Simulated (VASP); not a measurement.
Crystal: CdTe.

```xyz
2
Lattice="0.0000 3.2324 3.2567 3.2324 0.0000 3.2567 3.2324 3.2324 0.0000" Properties=species:S:1:pos:R:3 pbc="T T T"
Cd    0.0000    0.0000    0.0000
Te    1.6162    1.6162    1.6284
```

The cell was built by a generator and isn't the measured one.

Base run:

* Program: VASP 6.6.1
* Functional: r2SCAN
* Potentials or basis: VASP PAW PBE potentials, release 64 (Cd, Te)
* Cutoff: 520 eV
* k mesh: 8 × 8 × 8
* Occupations: gaussian, width 0.02 eV
* Spin: non-collinear spin, zero start, spin-orbit coupling
* Starting moments: [[0.0, 0.0, 0.0], [0.0, 0.0, 0.0]] μB

Its results: pressure 1.7 GPa; net moment 0.00 μB per cell.

**Question.** The run is repeated on the same cell with these changes: functional from r2SCAN to PBE; further incar settings from ALGO = Normal; EDIFF = 1e-07 to ALGO = Fast; EDIFF = 1e-07. What comes out?

**Answer.** Pressure 2.7 GPa; net moment 0.00 μB per cell.

Caveats: the PAW data sets were made with another functional, which shifts forces and pressure a little (some runs).

Not every run made on this cell is shown here.
